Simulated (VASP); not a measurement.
Input for VASP

**POSCAR**
```
YN
1.0
  0.0000000000   2.3841424225   2.3841424225
  2.3841424225   0.0000000000   2.3841424225
  2.3841424225   2.3841424225   0.0000000000
Y N
1 1
Cartesian
  0.0000000000   0.0000000000   0.0000000000
  2.3841424225   2.3841424225   2.3841424225
```

File KPOINTS:
```
kpoints
0
G
 9 9 9
0 0 0
```

INCAR:
```
SYSTEM = YN
PREC = Accurate; ENCUT = 520; LREAL = .FALSE.
LASPH = .TRUE.
EDIFF = 1E-7; NELM = 100; ALGO = Normal
LMAXMIX = 4
ISMEAR = 0; SIGMA = 0.05
GGA = PE; IVDW = 12
ISIF = 2
LWAVE = .FALSE.; LCHARG = .FALSE.
```

POTCAR, in this order: Y_sv N (PBE.64 set). Program: vasp_std.

Problem. Translate this PBE-D3(BJ) calculation to Ansatz.

Solution. One equivalent input (not run):
Ansatz 0.2 input:
```yaml
crystal:
  lattice:
    - [0.0000000, 2.3841424, 2.3841424]
    - [2.3841424, 0.0000000, 2.3841424]
    - [2.3841424, 2.3841424, 0.0000000]
  atoms:
    - { symbol: Y, position: [0.0000000, 0.0000000, 0.0000000] }
    - { symbol: N, position: [0.5000000, 0.5000000, 0.5000000] }
kpoints:
  mp_grid: { grid: [9, 9, 9] }
hamiltonian:
  xc: pbe
  dispersion: d3bj
  pseudopotentials: { kind: paw }
scf:
  occupations: { method: gaussian, width: 0.05 }
  max_iter: 100
output: { forces: true, stress: true, eigenvalues: true }
```
Limits of the translation: each code has its own PAW files, so the cut-off isn't converted (ENCUT is set for VASP's; basis.ecutwfc is left out, and Ansatz then takes the one that its files recommend); Ansatz stops its SCF on the density residual and VASP on the energy change (EDIFF).

The compound is YN in the rock salt structure. This cell is one point of a volume scan, at 0.94 of the reference volume.
